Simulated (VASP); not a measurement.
# TaTeI (P-6m2) in VASP: further runs, part 2 of 2

VASP 6.6.1.

## (3) Relaxation of the atoms, LDA

File INCAR:

```
ALGO = Normal
EDIFF = 1E-6
EDIFFG = -0.02
ENCUT = 520
IBRION = 2
ISIF = 2
ISMEAR = 0
LASPH = T
LCHARG = F
LREAL = F
LWAVE = F
NELM = 80
NSW = 60
PREC = Accurate
SIGMA = 0.05
```

File KPOINTS:

```
k-points
0
Gamma
  7 7 6
```

File POSCAR:

```
TaTeI
1.0
    4.7670806500      0.0000000000      0.0000000000
   -2.3835403300      4.1284129500      0.0000000000
    0.0000000000      0.0000000000      4.5870248700
Ta Te I
1 1 1
Direct
    0.0000000000      0.0000000000      0.0000000000
    0.6666666700      0.3333333300      0.5000000000
    0.3333333300      0.6666666700      0.5000000000
```

Potentials or basis: VASP PAW LDA potentials, release 64 (Ta_pv, Te, I).

The run is started by

```console
cat potpaw_LDA.64/Ta_pv/POTCAR potpaw_LDA.64/Te/POTCAR potpaw_LDA.64/I/POTCAR > POTCAR
mpirun -np 1 vasp_std > vasp.out
```

OUTCAR:

```text
EDIFF = 1E-6
   EDIFFG = -0.02
   ENCUT = 520
   IBRION = 2
   ISIF = 2
   ISMEAR = 0
   LASPH = T
   LREAL = F
   NELM = 80
   NSW = 60
   PREC = Accurate

 ion  position               nearest neighbor table
   1  0.000  0.000  0.000-   2 3.58   3 3.58   2 3.58   3 3.58   2 3.58   2 3.58   3 3.58   3 3.58
                             2 3.58   2 3.58   3 3.58   3 3.58
   2  0.667  0.333  0.500-   3 2.75   3 2.75   3 2.75   1 3.58   1 3.58   1 3.58   1 3.58   1 3.58
                             1 3.58
   3  0.333  0.667  0.500-   2 2.75   2 2.75   2 2.75   1 3.58   1 3.58   1 3.58   1 3.58   1 3.58
                             1 3.58

  LATTYP: Found a hexagonal cell.
 ALAT       =     4.7670806500
 C/A-ratio  =     0.9622293405

  Lattice vectors:

 A1 = (   4.7670806500,   0.0000000000,   0.0000000000)
 A2 = (  -2.3835403300,   4.1284129500,   0.0000000000)
 A3 = (   0.0000000000,   0.0000000000,   4.5870248700)

Analysis of symmetry for initial positions (statically):
=====================================================================
 Subroutine PRICEL returns:
 Original cell was already a primitive cell.

 Routine SETGRP: Setting up the symmetry group for a
 hexagonal supercell.

 Subroutine GETGRP returns: Found 12 space group operations
 (whereof 12 operations were pure point group operations)
 out of a pool of 24 trial point group operations.

The static configuration has the point symmetry D_3h.

Analysis of symmetry for dynamics (positions and initial velocities):
=====================================================================
 Subroutine PRICEL returns:
 Original cell was already a primitive cell.

 Routine SETGRP: Setting up the symmetry group for a
 hexagonal supercell.

 Subroutine GETGRP returns: Found 12 space group operations
 (whereof 12 operations were pure point group operations)
 out of a pool of 24 trial point group operations.

The dynamic configuration has the point symmetry D_3h.

 Subroutine INISYM returns: Found 12 space group operations
 (whereof 12 operations are pure point group operations),
 and found     1 'primitive' translations

----------------------------------------------------------------------------------------

                                     Primitive cell

  volume of cell :      90.2748

  direct lattice vectors                    reciprocal lattice vectors
     4.767080650  0.000000000  0.000000000     0.209771991  0.121111916  0.000000000
    -2.383540330  4.128412950  0.000000000     0.000000000  0.242223831  0.000000000
     0.000000000  0.000000000  4.587024870     0.000000000  0.000000000  0.218006230

  length of vectors
     4.767080650  4.767080657  4.587024870     0.242223831  0.242223831  0.218006230

  position of ions in fractional coordinates (direct lattice)
     0.000000000  0.000000000  0.000000000
     0.666666670  0.333333330  0.500000000
     0.333333330  0.666666670  0.500000000

  ion indices of the primitive-cell ions
   primitive index   ion index
                 1           1
                 2           2
                 3           3

----------------------------------------------------------------------------------------

 KPOINTS: k-points

Automatic generation of k-mesh.
 Grid dimensions read from file:
 generate k-points for:    7    7    6

 Generating k-lattice:

  Cartesian coordinates                     Fractional coordinates (reciprocal lattice)
     0.029967427  0.017301702  0.000000000     0.142857143 -0.000000000  0.000000000
     0.000000000  0.034603404  0.000000000     0.000000000  0.142857143  0.000000000
     0.000000000  0.000000000  0.036334372     0.000000000  0.000000000  0.166666667

  Length of vectors
     0.034603404  0.034603404  0.036334372

  Shift w.r.t. Gamma in fractional coordinates (k-lattice)
     0.000000000  0.000000000  0.000000000

 Subroutine IBZKPT returns following result:
 ===========================================

 Found     32 irreducible k-points:

 Following reciprocal coordinates:
            Coordinates               Weight
  0.000000  0.000000  0.000000      1.000000
  0.142857 -0.000000  0.000000      6.000000
  0.285714 -0.000000  0.000000      6.000000
  0.428571  0.000000  0.000000      6.000000
  0.142857  0.142857  0.000000      6.000000
  0.285714  0.142857  0.000000     12.000000
[... 16 lines left out ...]
  0.428571  0.142857  0.333333     12.000000
  0.285714  0.285714  0.333333     12.000000
 [... further k-points ...]
   k-points           NKPTS =     32   k-points in BZ     NKDIM =     32   number of bands    NBANDS=     16
   number of dos      NEDOS =    301   number of ions     NIONS =      3
   total plane-waves  NPLWV =  46656
   dimension x,y,z NGX =    36 NGY =   36 NGZ =   36
   dimension x,y,z NGXF=    72 NGYF=   72 NGZF=   72
   ions per type =               1   1   1
   NGX,Y,Z   is equivalent  to a cutoff of  12.55, 12.55, 13.05 a.u.
   NGXF,Y,Z  is equivalent  to a cutoff of  25.11, 25.11, 26.09 a.u.
 SYSTEM =  unknown system
   PREC   = accura    normal or accurate (medium, high low for compatibility)
   ISTART =      0    job   : 0-new  1-cont  2-samecut
   ICHARG =      2    charge: 1-file 2-atom 10-const
   ISPIN  =      1    spin polarized calculation?
   LNONCOLLINEAR =      F non collinear calculations
   LSORBIT =      F    spin-orbit coupling
   LASPH  =      T    aspherical Exc in radial PAW
   ENCUT  =  520.0 eV  38.22 Ry    6.18 a.u.   8.86  8.86  8.53*2*pi/ulx,y,z
   NELM   =     80;   NELMIN=  2; NELMDL= -5     # of ELM steps
   EDIFF  = 0.1E-05   stopping-criterion for ELM
   LREAL  =      F    real-space projection
   EDIFFG = -.2E-01   stopping-criterion for IOM
   NSW    =     60    number of steps for IOM
   IBRION =      2    ionic relax: 0-MD 1-quasi-New 2-CG
   NFREE  =      1    steps in history (QN), initial steepest desc. (CG)
   ISIF   =      2    stress and relaxation
   ISYM   =      2    0-nonsym 1-usesym 2-fastsym
   POTIM  = 0.5000    time-step for ionic-motion
   TEBEG  =    0.0;   TEEND  =   0.0 temperature during run
   PSTRESS=    0.0 pullay stress
   NELECT =      24.0000    total number of electrons
   NUPDOWN=      -1.0000    fix difference up-down
   EMIN   =  10.00;   EMAX   =-10.00  energy-range for DOS
   EFERMI =   0.00;   METHOD = LEGACY
   ISMEAR =     0;   SIGMA  =   0.05  broadening in eV -4-tet -1-fermi 0-gaus
   EFERMI_NEDOS =   21; number of points for ismear=-14 and -15
   IALGO  =     38    algorithm
   IMIX   =      4    mixing-type and parameters
     AMIX     =   0.40;   BMIX     =  1.00
     AMIX_MAG =   1.60;   BMIX_MAG =  1.00
  volume/ion in A,a.u.               =      30.09       203.07
  Fermi-wavevector in a.u.,A,eV,Ry     =   1.052664  1.989246 15.076629  1.108101
  Thomas-Fermi vector in A             =   2.187755
   LORBIT       =      0    0 simple, 1 ext, 2 COOP (PROOUT), +10 PAW based schemes
   GGA     = CA    functional components
   LHFCALC =     F    Hartree Fock is set to
   AEXX    =    0.0000 exact exchange contribution
   IVDW    =     0    specifies the selected vdW correction
   LEPSILON=     F    determine dielectric tensor
   LRPA    =     F    only Hartree local field effects (RPA)
 conjugate gradient relaxation of ions
 non-spin polarized calculation
 Gauss-broadening in eV      SIGMA  =   0.05
  energy-cutoff  :      520.00
  volume of cell :       90.27
 maximum number of plane-waves:      2465
 NGX is ok and might be reduce to    36
   NGX = 17   NGY = 17   NGZ = 17

 number of electron      24.0000003 magnetization

 Free energy of the ion-electron system (eV)
  ---------------------------------------------------
  ext. energy  EPLUGINS =         0.00000000
  ---------------------------------------------------
  free energy    TOTEN  =       -11.43852174 eV

  energy without entropy =      -11.43169120  energy(sigma->0) =      -11.43510647

 E-fermi :   6.2314     XC(G=0): -10.0157

 val. band max:        6.2283070794   @ k =   0.4286   0.0000   0.1667
 cond. band min:       6.2433778585   @ k =   0.0000   0.0000   0.1667
 fundamental gap:      0.0150707791
 Fermi energy:         6.2314020509

 k-point     1 :       0.0000    0.0000    0.0000
  band No.  band energies     occupation
      1     -29.4513      2.00000
      2     -29.4513      2.00000
      3     -29.4133      2.00000
      4      -9.8216      2.00000
      5      -3.6250      2.00000
      6       0.0144      2.00000
[... 433 lines left out ...]
      3     -29.4153      2.00000
      4      -8.7558      2.00000
      5      -6.3127      2.00000
      6      -1.3135      2.00000
[... 8 lines left out ...]
     15       7.2475      0.00000
     16       7.3980      0.00000

 [... further k-points ...]
[... 5 lines left out ...]
  --------------------------------------------------------------------------------------
  -------------------------------------------------------------------------------------
  Total        5.3705579      5.3705579     -9.8368848     -0.0000000      0.0000000      0.0000000
  in kB       95.3154400     95.3154403   -174.5827945     -0.0000001      0.0000000      0.0000000
  external PRESSURE =       5.3493620 kB  Pullay stress =       0.0000000 kB

 VOLUME and BASIS-vectors are now :
 -----------------------------------------------------------------------------
  energy-cutoff  :      520.00
  volume of cell :       90.27
      direct lattice vectors                 reciprocal lattice vectors
     4.767080650  0.000000000  0.000000000     0.209771991  0.121111916  0.000000000
    -2.383540330  4.128412950  0.000000000     0.000000000  0.242223831  0.000000000
     0.000000000  0.000000000  4.587024870     0.000000000  0.000000000  0.218006230

 POSITION                                       TOTAL-FORCE (eV/Angst)
 -----------------------------------------------------------------------------------
      0.00000      0.00000      0.00000         0.000000     -0.000000      0.000000
      2.38354      1.37614      2.29351        -0.000000      0.000000      0.000000
     -0.00000      2.75228      2.29351         0.000000      0.000000      0.000000
 -----------------------------------------------------------------------------------
    total drift:                                0.000005     -0.000003      0.000000

  FREE ENERGIE OF THE ION-ELECTRON SYSTEM (eV)
  ---------------------------------------------------
  free  energy   TOTEN  =       -11.4385217441 eV

  energy  without entropy=      -11.4316911954  energy(sigma->0) =      -11.43510647

 reached required accuracy - stopping structural energy minimisation
```

OSZICAR:

```text
N       E                     dE             d eps       ncg     rms          rms(c)
DAV:   1     0.143822730956E+03    0.14382E+03   -0.11266E+04  1040   0.129E+03
DAV:   2    -0.515875611649E+01   -0.14898E+03   -0.14791E+03  1376   0.267E+02
DAV:   3    -0.124924470032E+02   -0.73337E+01   -0.72288E+01  1392   0.545E+01
DAV:   4    -0.126602532328E+02   -0.16781E+00   -0.16705E+00  1416   0.835E+00
DAV:   5    -0.126638574047E+02   -0.36042E-02   -0.36012E-02  1384   0.932E-01    0.216E+01
DAV:   6    -0.121070193220E+02    0.55684E+00   -0.22002E+01  1376   0.132E+01    0.911E+00
DAV:   7    -0.115985503672E+02    0.50847E+00   -0.11240E+01  1384   0.898E+00    0.816E+00
DAV:   8    -0.114381451150E+02    0.16041E+00   -0.12969E+00  1288   0.434E+00    0.295E+00
DAV:   9    -0.114412292794E+02   -0.30842E-02   -0.30357E-02  1352   0.766E-01    0.179E+00
DAV:  10    -0.114406106230E+02    0.61866E-03   -0.44967E-02  1168   0.992E-01    0.452E-01
DAV:  11    -0.114385546706E+02    0.20560E-02   -0.11167E-02  1184   0.429E-01    0.256E-01
DAV:  12    -0.114385720957E+02   -0.17425E-04   -0.36743E-04  1312   0.898E-02    0.138E-01
DAV:  13    -0.114385335279E+02    0.38568E-04   -0.12935E-04  1432   0.320E-02    0.412E-02
DAV:  14    -0.114385219770E+02    0.11551E-04   -0.58321E-05  1312   0.306E-02    0.137E-02
DAV:  15    -0.114385217441E+02    0.23288E-06   -0.17780E-06   736   0.730E-03
   1 F= -.11438522E+02 E0= -.11435106E+02  d E =-.114385E+02
```

It took 29 s on 1 thread of Intel Xeon Platinum 8375C at 2.90GHz (Ice Lake), shared host; peak memory 0.2 GiB.

Results:

- Free energy: -11.4385 eV
- Pressure after relaxing: 0.5 GPa
- Band gap on the k mesh: none (metal or under the smearing width)

Final structure:
```yaml
crystal:
  lattice:
    - [4.76708, 0.00000, 0.00000]
    - [-2.38354, 4.12841, 0.00000]
    - [0.00000, 0.00000, 4.58702]
  atoms:
    - { symbol: Ta, position: [0.00000, 0.00000, 0.00000] }
    - { symbol: Te, position: [0.66667, 0.33333, 0.50000] }
    - { symbol: I, position: [0.33333, 0.66667, 0.50000] }
```

Caveat: the relaxation stopped at its first step, so nothing moved.
